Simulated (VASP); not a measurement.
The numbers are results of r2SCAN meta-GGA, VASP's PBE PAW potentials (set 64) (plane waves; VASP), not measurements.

A VASP calculation is set up with these files.

### POSCAR
```
C
1
    0.0000000000     1.7741441505     1.7741441505
    1.7741441505     0.0000000000     1.7741441505
    1.7741441505     1.7741441505     0.0000000000
C
2
Direct
  0.0000000000   0.0000000000   0.0000000000
  0.2500000000   0.2500000000   0.2500000000
```

KPOINTS:
```
K-points
0
G
  12 12 12
```

INCAR:
```
ALGO = Normal
EDIFF = 1E-7
EDIFFG = -0.01
ENCUT = 600
IBRION = 2
ISIF = 3
ISMEAR = 0
LASPH = .True.
LCHARG = .False.
LMIXTAU = .True.
LREAL = .False.
LWAVE = .False.
METAGGA = R2SCAN
NELM = 100
NSW = 40
PREC = Accurate
PSTRESS = 50
SIGMA = 0.05
SYSTEM = C
```

POTCAR, in this order: C (PBE.64 set). Program: vasp_std.

Problem. What will the output report for the number of irreducible k-points (NKPTS), number of bands (NBANDS), largest plane-wave count, number of space-group operations, FFT grid (NGX, NGY, NGZ)?

Solution. 
The number of irreducible k-points (NKPTS) is 72. The number of bands (NBANDS) is 8. The largest plane-wave count comes out as 388 and the number of space-group operations is 48. The FFT grid (NGX, NGY, NGZ) comes out as 20 × 20 × 20.

The compound is C in the diamond structure. It was relaxed first under an external pressure of 5 GPa.
